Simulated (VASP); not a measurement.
```yaml
crystal:
  lattice:
    - [0.00000, 2.13208, 2.13208]
    - [2.13208, 0.00000, 2.13208]
    - [2.13208, 2.13208, 0.00000]
  atoms:
    - { symbol: Ti, position: [0.00000, 0.00000, 0.00000] }
    - { symbol: C, position: [0.50000, 0.50000, 0.50000] }
```

These are LDA (Ceperley-Alder, Perdew-Zunger), VASP's LDA PAW potentials (set 64) (plane waves; VASP) values and carry that method's errors. Numerical set-up: 520 eV cut-off, Gaussian smearing of 0.050 eV, potentials Ti_sv C.

Problem. What does the run give for the band gap (along the path) with the smallest direct gap where there is one?

Solution. 
| Quantity | Value |
|---|---|
| band gap (along the path) | none (metal, semimetal or under 0.01 eV) |

The compound is TiC in the rock salt structure. It was relaxed first.
